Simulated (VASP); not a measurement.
Runs of VASP 6.6.1 on LiH (HLi). The cell holds a molecule in a box, 2 atoms: a = 9.000 Å, b = 9.000 Å, c = 11.000 Å, α = 90.00°, β = 90.00°, γ = 90.00°. 

```csv
task,level,potentials or basis,cutoff (eV),grid for exact exchange (PRECFOCK),exchange at q = 0,gap on the mesh (eV),largest force (eV/Å)
electron localisation function,PBE,"VASP PAW PBE potentials, release 64 (Li_sv, H)",520,-,-,2.79,0.10
single point,B3LYP+TS,"VASP PAW PBE potentials, release 64 (Li_sv, H)",520,Fast,truncated,3.97,0.01
single point,PBE0+TS,"VASP PAW PBE potentials, release 64 (Li_sv, H_h)",900,Fast,truncated,4.34,(a)
single point,SCAN+D3(BJ),"VASP PAW PBE potentials, release 64 (Li_sv, H)",520,-,-,3.62,0.09
single point,revPBE+D3(BJ),"VASP PAW PBE potentials, release 64 (Li_sv, H)",520,-,-,(b),0.15
```

Alike in all rows: no spin polarisation; cell as given; k mesh 1 × 1 × 1; smearing gaussian 0.01 eV.

Question: Fill in the values left out.

Answer: (a) 0.05; (b) 2.70.

Caveats: the PAW data sets were made with another functional, which shifts forces and pressure a little (some runs).

A k mesh can miss the band edges.

Not every run made on this cell is shown here.
